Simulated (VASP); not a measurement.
A convergence study with VASP on BeSe (zinc blende): a few settings are varied, all else stays as given below, so the limit is that of these other settings.

```yaml
crystal:
  lattice:
    - [0.00000, 2.57000, 2.57000]
    - [2.57000, 0.00000, 2.57000]
    - [2.57000, 2.57000, 0.00000]
  atoms:
    - { symbol: Be, position: [0.00000, 0.00000, 0.00000] }
    - { symbol: Se, position: [0.25000, 0.25000, 0.25000] }
```

The numbers are results of PBE GGA, VASP's PBE PAW potentials (set 64) (plane waves; VASP), not measurements. The last row used: 550 eV cut-off, 16×16×16 Γ-centred mesh, second-order Methfessel-Paxton smearing of 0.40 eV, potentials Be Se.

Gaps are read on the run's mesh, which can miss a band edge.

```tsv
setting	E (eV/atom)	pressure (GPa)	gap on the mesh (eV)	irreducible k-points
ISMEAR = -1, SIGMA = 0.01, 5×5×5 mesh	-4.4193	2.07	2.856	10
ISMEAR = -1, SIGMA = 0.1, 5×5×5 mesh	-4.4193	2.07	2.856	10
ISMEAR = 0, SIGMA = 0.01, 5×5×5 mesh	-4.4193	2.07	2.856	10
ISMEAR = 0, SIGMA = 0.2, 5×5×5 mesh	-4.4193	2.07	2.856	10
ISMEAR = 1, SIGMA = 0.05, 5×5×5 mesh	-4.4192	2.07	2.856	10
ISMEAR = 1, SIGMA = 0.2, 5×5×5 mesh	-4.4192	2.07	2.856	10
ISMEAR = 2, SIGMA = 0.05, 5×5×5 mesh	-4.4193	2.07	2.856	10
ISMEAR = 2, SIGMA = 0.2, 5×5×5 mesh	-4.4191	2.07	2.856	10
ISMEAR = -1, SIGMA = 0.01, 10×10×10 mesh	-4.4273	1.92	2.616	47
ISMEAR = -1, SIGMA = 0.2, 10×10×10 mesh	-4.4273	1.92	2.617	47
ISMEAR = 0, SIGMA = 0.01, 10×10×10 mesh	-4.4273	1.92	2.616	47
ISMEAR = 0, SIGMA = 0.4, 10×10×10 mesh	-4.4273	1.92	2.616	47
ISMEAR = 1, SIGMA = 0.05, 10×10×10 mesh	-4.4273	1.92	2.616	47
ISMEAR = 1, SIGMA = 0.4, 10×10×10 mesh	-4.4273	1.91	2.617	47
ISMEAR = 2, SIGMA = 0.05, 10×10×10 mesh	-4.4273	1.92	2.616	47
ISMEAR = 2, SIGMA = 0.4, 10×10×10 mesh	-4.4272	1.92	2.616	47
ISMEAR = -1, SIGMA = 0.05, 16×16×16 mesh	-4.4273	1.92	2.617	145
ISMEAR = -1, SIGMA = 0.2, 16×16×16 mesh	-4.4273	1.92	2.616	145
ISMEAR = 0, SIGMA = 0.1, 16×16×16 mesh	-4.4273	1.92	2.617	145
ISMEAR = 0, SIGMA = 0.4, 16×16×16 mesh	-4.4273	1.92	2.617	145
ISMEAR = 1, SIGMA = 0.1, 16×16×16 mesh	-4.4273	1.92	2.617	145
ISMEAR = 1, SIGMA = 0.4, 16×16×16 mesh	-4.4273	1.90	2.617	145
ISMEAR = 2, SIGMA = 0.1, 16×16×16 mesh	-4.4273	1.92	2.617	145
ISMEAR = 2, SIGMA = 0.4, 16×16×16 mesh	-4.4273	1.92	2.617	145
```

Left out are rungs that failed or repeat a setting and relaxations that didn't move; long series are thinned to 24 rows.

The compound is BeSe in the zinc blende structure. The cell was not relaxed at this level.
